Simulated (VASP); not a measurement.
Set up this calculation in VASP 6.6.1, as the native input.

- Task: single point
- Functional: r2SCAN
- Potentials or basis: VASP PAW PBE potentials, release 64 (Sn_d, Ge_d, O)
- Cutoff: 520 eV
- k mesh: 8 × 4 × 6
- Occupations: gaussian, width 0.1 eV
- Spin: no spin polarisation
- Further INCAR settings: ALGO = Normal; EDIFF = 1e-06; NBANDS = 72

The structure of Sn2GeO3 lies in POSCAR:

```
Sn2GeO3
1.0
    3.9898500000      0.0000000000      0.0000000000
    0.0000000000     10.7483700000      0.0000000000
    0.0000000000      0.0000000000      4.9208400000
Sn Ge O
4 2 6
Direct
    0.0000000000      0.3340430000      0.2590280000
    0.0000000000      0.6659570000      0.2590280000
    0.5000000000      0.1659570000      0.7409720000
    0.5000000000      0.8340430000      0.7409720000
    0.0000000000      0.0000000000      0.2972840000
    0.5000000000      0.5000000000      0.7027160000
    0.0000000000      0.1607250000      0.5166060000
    0.0000000000      0.8392750000      0.5166060000
    0.0000000000      0.5000000000      0.5260370000
    0.5000000000      0.3392750000      0.4833940000
    0.5000000000      0.6607250000      0.4833940000
    0.5000000000      0.0000000000      0.4739630000
```

The cell was built by a generator and needn't be a form met in nature.

The input as run:

INCAR

```
SYSTEM = Sn2GeO3
ALGO     = Normal         ! electronic algorithm
EDIFF    = 1E-6           ! SCF threshold, eV
ENCUT    = 520            ! plane-wave cutoff, eV
ISIF     = 2              ! what is computed and relaxed
ISMEAR   = 0              ! smearing method
KPAR     = 8            
LASPH    = .True.         ! aspherical terms in the spheres
LCHARG   = .False.        ! write CHGCAR
LMIXTAU  = .True.       
LREAL    = .False.        ! projectors in reciprocal space
LWAVE    = .False.        ! write WAVECAR
METAGGA  = R2SCAN         ! meta-GGA
NBANDS   = 72             ! bands
NELM     = 150            ! most SCF steps
PREC     = Accurate       ! precision mode
SIGMA    = 0.1            ! smearing width, eV
```

KPOINTS

```
k-points
0
Gamma
  8 4 6
  0 0 0
```

Potentials or basis: VASP PAW PBE potentials, release 64 (Sn_d, Ge_d, O).

Command:

```bash
$ cat potpaw_PBE.64/Sn_d/POTCAR potpaw_PBE.64/Ge_d/POTCAR potpaw_PBE.64/O/POTCAR > POTCAR
$ mpirun -np 8 vasp_std > vasp.out
```

It gave:

- Pressure: -3.8 GPa
- Largest force: 0.465 eV/Å
- Band gap on the k mesh: 0.87 eV, indirect (least direct gap 2.43 eV)

Caveat: the PAW data sets were made with another functional, which shifts forces and pressure a little; spin-orbit coupling is left out, which moves the levels of the heavy elements.

Wall time 9.7 min on 8 MPI ranks on AMD EPYC 9R45 96-Core Processor (Zen 5) (shared host), peak memory 0.81 GiB a rank.
